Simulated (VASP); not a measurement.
An input for Ansatz (written as the equivalent of a VASP run, and not itself run):

Ansatz 0.2 input:
```yaml
crystal:
  lattice:
    - [3.3499068, -0.0000000, 0.0000000]
    - [-1.6749534, 2.9011026, 0.0000000]
    - [0.0000000, 0.0000000, 4.0364806]
  atoms:
    - { symbol: Mg, position: [0.3333330, 0.6666670, 0.9374839] }
    - { symbol: Mg, position: [0.6666670, 0.3333330, 0.4374839] }
    - { symbol: O, position: [0.3333330, 0.6666670, 0.4375161] }
    - { symbol: O, position: [0.6666670, 0.3333330, 0.9375161] }
kpoints:
  mp_grid: { grid: [8, 8, 6] }
hamiltonian:
  xc: pbesol
  pseudopotentials: { kind: paw }
scf:
  occupations: { method: gaussian, width: 0.05 }
  max_iter: 100
relax:
  max_steps: 40
  f_tol: 0.02
  cell: { p_target: 30 }
output: { forces: true, stress: true, eigenvalues: true }
```

Q: Translate this input to VASP (INCAR, KPOINTS, POSCAR, choice of POTCAR).

A: One answer among several that fit: 
File POSCAR:
```
MgO
1
    3.3499068302    -0.0000000001     0.0000000000
   -1.6749534153     2.9011025990     0.0000000000
    0.0000000000     0.0000000000     4.0364805518
Mg O
2 2
Direct
  0.3333330000   0.6666670000   0.9374839258
  0.6666670000   0.3333330000   0.4374839258
  0.3333330000   0.6666670000   0.4375160742
  0.6666670000   0.3333330000   0.9375160742
```

KPOINTS:
```
Automatic mesh
0
Gamma
8 8 6
0 0 0
```

### INCAR
```
# general
SYSTEM   =  MgO
PREC     =  Accurate
ENCUT    =  620
LREAL    =  F   # projection in real space or not
LASPH    =  T   # aspherical one-centre terms

# electronic loop
EDIFF    =  1E-6
NELM     =  100   # most electronic steps
ALGO     =  Normal   # blocked Davidson

# smearing
ISMEAR   =  0   # Gaussian
SIGMA    =  0.05

# functional
GGA      =  PS   # PBEsol

# ions
IBRION   =  2
NSW      =  40
ISIF     =  3   # ions, shape and volume
EDIFFG   =  -0.02   # ionic stop
PSTRESS  =  300

# output
LWAVE    =  F
LCHARG   =  F
```

POTCAR, in this order: Mg O (PBE.64 set). Program: vasp_std.

Limits of the translation: each code has its own PAW files, so the cut-off isn't converted (ENCUT is set for VASP's; basis.ecutwfc is left out, and Ansatz then takes the one that its files recommend); Ansatz stops its SCF on the density residual and VASP on the energy change (EDIFF).

The structure was generated: MgO was put into the wurtzite type (P6_3mc), which need not be its known phase. This run relaxes it under an external pressure of 30 GPa. It ends in space group P6_3/mmc. Symmetry was kept, so distortions that lower it aren't found.
